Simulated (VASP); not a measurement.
A run of VASP 6.6.1 is set up as follows.

Contents of INCAR:

```
SYSTEM = RbBr
  PREC = Accurate
  ENCUT = 520
  EDIFF = 1E-6
  ISMEAR = 0
  SIGMA = 0.01
  LREAL = .FALSE.
  LASPH = .TRUE.
  NELM = 100
  ALGO = Fast
  ISIF = 2
  LWAVE = .FALSE.
  LCHARG = .TRUE.
  GGA = PE
  LELF = .TRUE.
```

Contents of KPOINTS:

```
Automatic mesh
0
G
  1 1 1
  0 0 0
```

The input POSCAR:

```
RbBr
1.0
    9.0000000000      0.0000000000      0.0000000000
    0.0000000000      9.0000000000      0.0000000000
    0.0000000000      0.0000000000     12.0000000000
Br Rb
1 1
Direct
    0.5014444400      0.5023333300      0.3801356700
    0.5014444400      0.5023333300      0.6255310000
```

Potentials or basis: VASP PAW PBE potentials, release 64 (Br, Rb_sv).

The run is started by

```console
$ cat potpaw_PBE.64/Br/POTCAR potpaw_PBE.64/Rb_sv/POTCAR > POTCAR
$ mpirun -np 1 vasp_gam > vasp.out
```

(1) Estimate the gap between the frontier levels.

(2) What does it give for the largest force?

Answers

(1) 2.75 eV.

(2) 0.068 eV/Å.
